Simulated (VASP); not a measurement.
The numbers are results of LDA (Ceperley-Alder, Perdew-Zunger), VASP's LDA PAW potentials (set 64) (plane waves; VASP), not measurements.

The input files of a VASP run:

INCAR:
```
SYSTEM = CsPbCl3
PREC = Accurate
ENCUT = 520
EDIFF = 1E-7
NELM = 100
ALGO = Normal
LREAL = .FALSE.
LASPH = .TRUE.
ISMEAR = 0
SIGMA = 0.05
LMAXMIX = 4
LWAVE = .FALSE.
LCHARG = .FALSE.
LORBIT = 11
ICHARG = 11
```

KPOINTS:
```
k-points along high-symmetry lines
15
Line-mode
Reciprocal
  0.000000   0.000000   0.000000 ! GAMMA
  0.000000   0.500000   0.000000 ! X

  0.000000   0.500000   0.000000 ! X
  0.500000   0.500000   0.000000 ! M

  0.500000   0.500000   0.000000 ! M
  0.000000   0.000000   0.000000 ! GAMMA

  0.000000   0.000000   0.000000 ! GAMMA
  0.500000   0.500000   0.500000 ! R

  0.500000   0.500000   0.500000 ! R
  0.000000   0.500000   0.000000 ! X

  0.500000   0.500000   0.500000 ! R
  0.500000   0.500000   0.000000 ! M
```

### POSCAR
```
CsPbCl3
1
    5.5281472081    -0.0000000000     0.0000000000
    0.0000000000     5.5281472081    -0.0000000000
    0.0000000000     0.0000000000     5.5281472081
Cs Pb Cl
1 1 3
Direct
  0.0000000000   0.0000000000   0.0000000000
  0.5000000000   0.5000000000   0.5000000000
  0.5000000000   0.0000000000   0.5000000000
  0.0000000000   0.5000000000   0.5000000000
  0.5000000000   0.5000000000   0.0000000000
```

POTCAR, in this order: Cs_sv Pb_d Cl (LDA.64 set). Program: vasp_std. Read from the step before: CHGCAR.

The run wrote:

**OSZICAR**
```
       N       E                     dE             d eps       ncg     rms          rms(c)
DAV:   1     0.415970003956E+03    0.41597E+03   -0.19748E+04  4680   0.156E+03
DAV:   2     0.339899411627E+02   -0.38198E+03   -0.37292E+03  5634   0.354E+02
DAV:   3    -0.166004796081E+02   -0.50590E+02   -0.49563E+02  5832   0.136E+02
DAV:   4    -0.187657644586E+02   -0.21653E+01   -0.21365E+01  5914   0.333E+01
DAV:   5    -0.188437605558E+02   -0.77996E-01   -0.77949E-01  6306   0.573E+00
DAV:   6    -0.188461964105E+02   -0.24359E-02   -0.24354E-02  6952   0.109E+00
DAV:   7    -0.188462356139E+02   -0.39203E-04   -0.39201E-04  6338   0.100E-01
DAV:   8    -0.188462362508E+02   -0.63687E-06   -0.63685E-06  6902   0.133E-02
DAV:   9    -0.188462362747E+02   -0.23972E-07   -0.23958E-07  4472   0.132E-03
   1 F= -.18846236E+02 E0= -.18846236E+02  d E =-.593171E-13
```

### OUTCAR
```
 val. band max:        2.1261421432   @ k =   0.5000   0.5000   0.5000

 cond. band min:       3.6497613176   @ k =   0.5000   0.5000   0.5000



 k-point     1 :       0.0000    0.0000    0.0000
  band No.  band energies     occupation
      1     -19.3832      2.00000
      2     -14.8956      2.00000
      3     -14.8956      2.00000
      4     -14.5763      2.00000
      5     -14.5763      2.00000
      6     -14.5763      2.00000
      7     -13.3753      2.00000
      8     -12.3237      2.00000
      9     -12.3237      2.00000
     10      -6.2062      2.00000
     11      -6.2062      2.00000
     12      -6.2062      2.00000
     13      -4.7128      2.00000
     14      -3.0305      2.00000
     15      -3.0305      2.00000
     16      -3.0305      2.00000
     17      -0.8475      2.00000
     18      -0.8475      2.00000
     19      -0.8475      2.00000
     20      -0.7130      2.00000
     21      -0.7130      2.00000
     22      -0.7130      2.00000
     23       4.8616      0.00000
     24       5.8122      0.00000
     25       5.8122      0.00000
     26       6.8055      0.00000

 k-point     2 :       0.0000    0.0357    0.0000
  band No.  band energies     occupation
      1     -19.3832      2.00000
      2     -14.8956      2.00000
      3     -14.8940      2.00000
      4     -14.5764      2.00000
      5     -14.5764      2.00000
      6     -14.5763      2.00000
      7     -13.3736      2.00000
      8     -12.3283      2.00000
      9     -12.3237      2.00000
     10      -6.2058      2.00000
     11      -6.2058      2.00000
     12      -6.2058      2.00000
     13      -4.7414      2.00000
     14      -3.0297      2.00000
     15      -3.0297      2.00000
     16      -2.9897      2.00000
     17      -0.8494      2.00000
     18      -0.8489      2.00000
     19      -0.8489      2.00000
     20      -0.7146      2.00000
     21      -0.7146      2.00000
     22      -0.7137      2.00000
     23       4.8756      0.00000
...
```

The density is held fixed in this step, so its total energy and stress have no physical meaning. Unless said otherwise, spin-orbit coupling is left out, though it shifts the bands of the heavy elements here.

The compound is CsPbCl3 in the cubic perovskite structure, the ideal cubic form; the compound distorts at low or room temperature. It was relaxed first.
